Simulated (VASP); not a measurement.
Consider the following.

```
Ti
1.0
    0.00000     2.76541     2.76541
    2.76541     0.00000     2.76541
    2.76541     2.76541     0.00000
Ti
2
Direct
  0.75000   0.75000   0.75000
  0.50000   0.50000   0.50000
```

Calculation: r2SCAN meta-GGA, VASP's PBE PAW potentials (set 64) (plane waves; VASP). Numerical set-up: 400 eV cut-off, 13×13×13 Γ-centred mesh, tetrahedra with Blöchl corrections, potentials Ti_sv.

Q: Give the energies of bands 9 to 15 at the high-symmetry points, in eV from the Fermi level.

A: 
```json
[
 {"band": "9", "Γ": "-5.30", "X": "-2.25", "U": "-2.32", "L": "-1.84", "W": "-2.17"},
 {"band": "10", "Γ": "-0.88", "X": "-2.25", "U": "-1.90", "L": "-1.78", "W": "-2.17"},
 {"band": "11", "Γ": "-0.88", "X": "-0.03", "U": "-0.48", "L": "-0.87", "W": "0.15"},
 {"band": "12", "Γ": "-0.16", "X": "-0.03", "U": "0.01", "L": "-0.87", "W": "0.15"},
 {"band": "13", "Γ": "-0.16", "X": "0.47", "U": "0.49", "L": "-0.15", "W": "0.79"},
 {"band": "14", "Γ": "-0.16", "X": "0.47", "U": "0.98", "L": "-0.15", "W": "0.79"},
 {"band": "15", "Γ": "1.85", "X": "1.56", "U": "1.16", "L": "0.61", "W": "0.83"}
]
```

It has no gap at this level: it comes out as a metal or semimetal.

The structure was generated: Ti was put into the diamond type (Fd-3m), which need not be its known phase. It was relaxed first, which changed the volume by -14 %.
